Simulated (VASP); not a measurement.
A run of VASP 6.6.1:

Contents of INCAR:

```
SYSTEM = PbS
PREC = Accurate ; ENCUT = 520
EDIFF = 1E-6 ; ISMEAR = 0
SIGMA = 0.02 ; LREAL = .False.
LASPH = .True. ; NELM = 80
ALGO = Normal ; ISIF = 2
LWAVE = .False. ; LCHARG = .True.
GGA = PE ; IVDW = 12
LVHAR = .True.
```

The input KPOINTS:

```
regular mesh
0
Gamma
  10 10 10
  0 0 0
```

File POSCAR:

```
PbS                                     
1.0
   -0.0000000000      2.9667834217      2.9667834217
    2.9667834217     -0.0000000000      2.9667834217
    2.9667834217      2.9667834217      0.0000000000
  Pb              S             
     1     1
Direct
     0.0000000000000000    0.0000000000000000    0.0000000000000000
     0.5000000000000000    0.5000000000000000    0.5000000000000000
```

Potentials or basis: VASP PAW PBE potentials, release 64 (Pb_d, S).

The run is started by

```bash
$ cat potpaw_PBE.64/Pb_d/POTCAR potpaw_PBE.64/S/POTCAR > POTCAR
$ mpirun -np 1 vasp_std > vasp.out
```

Hardware: 1 thread of Intel(R) Xeon(R) 6975P-C (Granite Rapids) (shared host).

Problem. How long does it take, and how much memory?

Solution. Wall time 10 s on 1 thread of Intel(R) Xeon(R) 6975P-C (Granite Rapids), with other jobs on the host, peak memory 0.2 GiB. Counts: scf iterations 12, k points 47.
